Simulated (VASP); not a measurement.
Level of theory: PBEsol GGA, VASP's PBE PAW potentials (set 64) (plane waves; VASP 6.6.1).

Input for VASP

File POSCAR:
```
TiO2
1.0
 -1.8498282355   1.8498282355   4.6685276198
  1.8498282355  -1.8498282355   4.6685276198
  1.8498282355   1.8498282355  -4.6685276198
Ti O
2 4
Cartesian
  0.0000000000   1.8498282355   2.3342638099
  0.0000000000   0.0000000000   0.0000000000
  0.0000000000   1.8498282355   0.3917236232
  0.0000000000  -0.0000000000   7.3945150529
 -0.0000000000   0.0000000000   1.9425401867
 -0.0000000000   1.8498282355   4.2768039966
```

**KPOINTS**
```
Automatic mesh
0
Gamma
8 8 8
0 0 0
```

INCAR:
```
ALGO  =  Normal
EDIFF  =  1E-7
EDIFFG  =  -0.01
ENCUT  =  520
GGA  =  PS
IBRION  =  2
ISIF  =  4
ISMEAR  =  0
LASPH  =  .True.
LCHARG  =  .False.
LMAXMIX  =  4
LREAL  =  .False.
LWAVE  =  .False.
NELM  =  100
NSW  =  30
PREC  =  Accurate
SIGMA  =  0.05
SYSTEM  =  TiO2
```

POTCAR, in this order: Ti_sv O (PBE.64 set). Program: vasp_std.

What VASP printed:

**OSZICAR**
```
...
DAV:   1     0.688248941278E+03    0.68825E+03   -0.25144E+04  3304   0.202E+03
DAV:   2     0.440129704045E+02   -0.64424E+03   -0.62415E+03  3644   0.582E+02
DAV:   3    -0.663722087180E+02   -0.11039E+03   -0.10844E+03  5100   0.216E+02
DAV:   4    -0.715288937571E+02   -0.51567E+01   -0.51515E+01  4544   0.485E+01
DAV:   5    -0.717288533610E+02   -0.19996E+00   -0.19991E+00  4596   0.800E+00    0.361E+01
DAV:   6    -0.562179962405E+02    0.15511E+02   -0.10462E+02  4244   0.106E+02    0.125E+01
DAV:   7    -0.560437491835E+02    0.17425E+00   -0.12769E+01  4500   0.291E+01    0.919E+00
DAV:   8    -0.560867494873E+02   -0.43000E-01   -0.22489E+00  4136   0.154E+01    0.297E+00
DAV:   9    -0.560155396191E+02    0.71210E-01   -0.80583E-01  4448   0.894E+00    0.111E+00
DAV:  10    -0.560221267682E+02   -0.65871E-02   -0.84732E-02  3916   0.228E+00    0.299E-01
DAV:  11    -0.560206370686E+02    0.14897E-02   -0.13031E-02  3976   0.816E-01    0.586E-02
DAV:  12    -0.560207484352E+02   -0.11137E-03   -0.11922E-03  4676   0.346E-01    0.801E-02
DAV:  13    -0.560207061115E+02    0.42324E-04   -0.31111E-04  4484   0.151E-01    0.935E-03
DAV:  14    -0.560207082235E+02   -0.21120E-05   -0.11475E-05  4388   0.278E-02    0.255E-03
DAV:  15    -0.560207083184E+02   -0.94883E-07   -0.60825E-07  3872   0.531E-03
   1 F= -.56020708E+02 E0= -.56020708E+02  d E =-.560207E+02
       N       E                     dE             d eps       ncg     rms          rms(c)
DAV:   1    -0.560274921217E+02   -0.67839E-02   -0.76824E+00  3304   0.182E+01    0.604E-01
DAV:   2    -0.560359534124E+02   -0.84613E-02   -0.14198E-01  3800   0.289E+00    0.432E-01
DAV:   3    -0.560334075820E+02    0.25458E-02   -0.57203E-03  4408   0.733E-01    0.261E-01
DAV:   4    -0.560325693926E+02    0.83819E-03   -0.31244E-03  3848   0.516E-01    0.423E-02
DAV:   5    -0.560326093388E+02   -0.39946E-04   -0.56599E-04  3692   0.200E-01    0.281E-02
DAV:   6    -0.560326086330E+02    0.70584E-06   -0.30396E-05  4900   0.469E-02    0.138E-02
DAV:   7    -0.560326046987E+02    0.39343E-05   -0.23764E-05  4056   0.456E-02    0.264E-03
DAV:   8    -0.560326048647E+02   -0.16592E-06   -0.24066E-06  3652   0.113E-02    0.278E-03
DAV:   9    -0.560326047893E+02    0.75356E-07   -0.17423E-07  2464   0.349E-03
   2 F= -.56032605E+02 E0= -.56032605E+02  d E =-.118965E-01
       N       E                     dE             d eps       ncg     rms          rms(c)
DAV:   1    -0.560327137387E+02   -0.10887E-03   -0.84874E-02  3328   0.192E+00    0.614E-02
DAV:   2    -0.560328018281E+02   -0.88089E-04   -0.14929E-03  3764   0.300E-01    0.440E-02
DAV:   3    -0.560327720034E+02    0.29825E-04   -0.55966E-05  4028   0.718E-02    0.221E-02
DAV:   4    -0.560327670748E+02    0.49286E-05   -0.28504E-05  4156   0.460E-02    0.426E-03
DAV:   5    -0.560327672553E+02   -0.18056E-06   -0.42596E-06  3680   0.164E-02    0.293E-03
DAV:   6    -0.560327672377E+02    0.17573E-07   -0.18472E-07  2696   0.365E-03
   3 F= -.56032767E+02 E0= -.56032767E+02  d E =-.120589E-01
       N       E                     dE             d eps       ncg     rms          rms(c)
DAV:   1    -0.560560489476E+02   -0.23282E-01   -0.38483E+00  3304   0.171E+01    0.103E+00
DAV:   2    -0.560517611167E+02    0.42878E-02   -0.15423E-01  3792   0.317E+00    0.579E-01
DAV:   3    -0.560446630472E+02    0.70981E-02   -0.15093E-02  3908   0.125E+00    0.121E-01
DAV:   4    -0.560446582285E+02    0.48187E-05   -0.21413E-03  4336   0.406E-01    0.398E-02
DAV:   5    -0.560446547138E+02    0.35148E-05   -0.13618E-04  4272   0.107E-01    0.235E-02
DAV:   6    -0.560446566361E+02   -0.19224E-05   -0.13044E-05  4104   0.421E-02    0.450E-03
DAV:   7    -0.560446570006E+02   -0.36443E-06   -0.19190E-06  3880   0.120E-02    0.242E-03
DAV:   8    -0.560446570616E+02   -0.61018E-07   -0.16650E-07  2344   0.481E-03
   4 F= -.56044657E+02 E0= -.56044657E+02  d E =-.118898E-01
       N       E                     dE             d eps       ncg     rms          rms(c)
DAV:   1    -0.561585667057E+02   -0.11391E+00   -0.33731E+01  3304   0.509E+01    0.312E+00
DAV:   2    -0.561235606229E+02    0.35006E-01   -0.14194E+00  3792   0.931E+00    0.175E+00
DAV:   3    -0.560637394621E+02    0.59821E-01   -0.15098E-01  4008   0.381E+00    0.660E-01
DAV:   4    -0.560577758632E+02    0.59636E-02   -0.31947E-02  4436   0.169E+00    0.118E-01
DAV:   5    -0.560579132580E+02   -0.13739E-03   -0.21670E-03  3988   0.423E-01    0.686E-02
DAV:   6    -0.560579292659E+02   -0.16008E-04   -0.12680E-04  4556   0.104E-01    0.154E-02
DAV:   7    -0.560579328401E+02   -0.35742E-05   -0.13484E-05  4568   0.305E-02    0.680E-03
DAV:   8    -0.560579333303E+02   -0.49023E-06   -0.13625E-06  3792   0.117E-02    0.127E-03
DAV:   9    -0.560579333010E+02    0.29347E-07   -0.10012E-07  2176   0.258E-03
   5 F= -.56057933E+02 E0= -.56057933E+02  d E =-.251661E-01
       N       E                     dE             d eps       ncg     rms          rms(c)
DAV:   1    -0.560601661185E+02   -0.22328E-02   -0.60653E-01  3304   0.681E+00    0.415E-01
DAV:   2    -0.560593794901E+02    0.78663E-03   -0.24561E-02  3764   0.127E+00    0.233E-01
DAV:   3    -0.560582088053E+02    0.11707E-02   -0.24426E-03  3892   0.502E-01    0.385E-02
DAV:   4    -0.560582196586E+02   -0.10853E-04   -0.28963E-04  3988   0.146E-01    0.139E-02
DAV:   5    -0.560582196384E+02    0.20117E-07   -0.97218E-06  4072   0.289E-02    0.556E-03
DAV:   6    -0.560582196572E+02   -0.18801E-07   -0.13912E-06  4520   0.106E-02    0.213E-03
DAV:   7    -0.560582196812E+02   -0.23919E-07   -0.14146E-07  2308   0.425E-03
   6 F= -.56058220E+02 E0= -.56058220E+02  d E =-.254524E-01
       N       E                     dE             d eps       ncg     rms          rms(c)
DAV:   1    -0.560582812740E+02   -0.61617E-04   -0.19863E-02  3304   0.123E+00    0.753E-02
DAV:   2    -0.560582556930E+02    0.25581E-04   -0.80479E-04  3748   0.230E-01    0.422E-02
DAV:   3    -0.560582174893E+02    0.38204E-04   -0.80086E-05  3952   0.910E-02    0.793E-03
DAV:   4    -0.560582177132E+02   -0.22390E-06   -0.10213E-05  4184   0.279E-02    0.268E-03
DAV:   5    -0.560582177485E+02   -0.35301E-07   -0.53385E-07  3640   0.675E-03
   7 F= -.56058218E+02 E0= -.56058218E+02  d E =-.254505E-01
       N       E                     dE             d eps       ncg     rms          rms(c)
DAV:   1    -0.560576858701E+02    0.53184E-03   -0.35376E-01  3304   0.374E+00    0.104E-01
DAV:   2    -0.560581797475E+02   -0.49388E-03   -0.61194E-03  3772   0.567E-01    0.771E-02
DAV:   3    -0.560581268324E+02    0.52915E-04   -0.21312E-04  4520   0.116E-01    0.530E-02
DAV:   4    -0.560580990030E+02    0.27829E-04   -0.12243E-04  3752   0.954E-02    0.799E-03
DAV:   5    -0.560581003700E+02   -0.13671E-05   -0.23347E-05  3608   0.379E-02    0.586E-03
DAV:   6    -0.560581002766E+02    0.93463E-07   -0.11209E-06  3956   0.753E-03    0.235E-03
DAV:   7    -0.560581001378E+02    0.13876E-06   -0.68655E-07  3344   0.765E-03    0.595E-04
DAV:   8    -0.560581001311E+02    0.67230E-08   -0.81039E-08  1840   0.229E-03
   8 F= -.56058100E+02 E0= -.56058100E+02  d E =0.117617E-03
       N       E                     dE             d eps       ncg     rms          rms(c)
DAV:   1    -0.560581541036E+02   -0.53966E-04   -0.12977E-01  3304   0.226E+00    0.621E-02
DAV:   2    -0.560583346555E+02   -0.18055E-03   -0.22201E-03  3772   0.342E-01    0.465E-02
DAV:   3    -0.560583150836E+02    0.19572E-04   -0.74767E-05  4532   0.672E-02    0.309E-02
DAV:   4    -0.560583059493E+02    0.91343E-05   -0.43496E-05  3748   0.563E-02    0.494E-03
DAV:   5    -0.560583062293E+02   -0.27996E-06   -0.84859E-06  3608   0.230E-02    0.354E-03
DAV:   6    -0.560583062235E+02    0.58535E-08   -0.37894E-07  3260   0.459E-03
   9 F= -.56058306E+02 E0= -.56058306E+02  d E =-.884749E-04
```

**OUTCAR**
```
------------------------ aborting loop because EDIFF is reached ----------------------------------------
  FORCE on cell =-STRESS in cart. coord.  units (eV):
  Direction    XX          YY          ZZ          XY          YZ          ZX
  --------------------------------------------------------------------------------------
  Total        4.7839162      4.7839162      4.8134818      0.0000000     -0.0000000      0.0000000
  in kB      119.9475579    119.9475579    120.6888599      0.0000000     -0.0000000      0.0000000
  external PRESSURE =     120.1946585 kB  Pullay stress =       0.0000000 kB
  volume of cell :       63.90
      direct lattice vectors                 reciprocal lattice vectors
    -1.873561358  1.873561358  4.551000672     0.000000000  0.266871431  0.109865947
     1.873561358 -1.873561358  4.551000672     0.266871431  0.000000000  0.109865947
     1.873561358  1.873561358 -4.551000672     0.266871431  0.266871431  0.000000000
 POSITION                                       TOTAL-FORCE (eV/Angst)
 -----------------------------------------------------------------------------------
      0.00000      1.87356      2.27550         0.000000      0.000000     -0.000000
      0.00000      0.00000     -0.00000         0.000000      0.000000     -0.000000
      0.00000      1.87356      0.32620        -0.000000     -0.000000      0.000110
      0.00000      0.00000      7.15270        -0.000000     -0.000000      0.000110
      0.00000      0.00000      1.94930         0.000000      0.000000     -0.000110
     -0.00000      1.87356      4.22480        -0.000000     -0.000000     -0.000110
 -----------------------------------------------------------------------------------
    total drift:                               -0.000000     -0.000000     -0.000000
  FREE ENERGIE OF THE ION-ELECTRON SYSTEM (eV)
  ---------------------------------------------------
  free  energy   TOTEN  =       -56.0583062235 eV

  energy  without entropy=      -56.0583062235  energy(sigma->0) =      -56.05830622

 reached required accuracy - stopping structural energy minimisation
```
(Selected blocks of OUTCAR.)

CONTCAR:
```
TiO2
   1.00000000000000
    -1.8735613583083761    1.8735613583083761    4.5510006717665172
     1.8735613583083761   -1.8735613583083761    4.5510006717665172
     1.8735613583083761    1.8735613583083761   -4.5510006717665172
  Ti              O
     2     4
Direct
     0.7500000000000000    0.2500000000000000    0.5000000000000000
     0.0000000000000000    0.0000000000000000    0.0000000000000000
     0.5358385013777931    0.0358385013777933    0.5000000000000000
     0.7858385013777931    0.7858385013777931    0.0000000000000000
     0.2141614986222067    0.2141614986222067    0.0000000000000000
     0.9641614986222069    0.4641614986222067    0.5000000000000000
```

The compound is TiO2 in the anatase structure, one of several forms; rutile is the usual stable one. This cell is one point of a volume scan, at 0.94 of the reference volume. Symmetry was kept, so distortions that lower it aren't found.
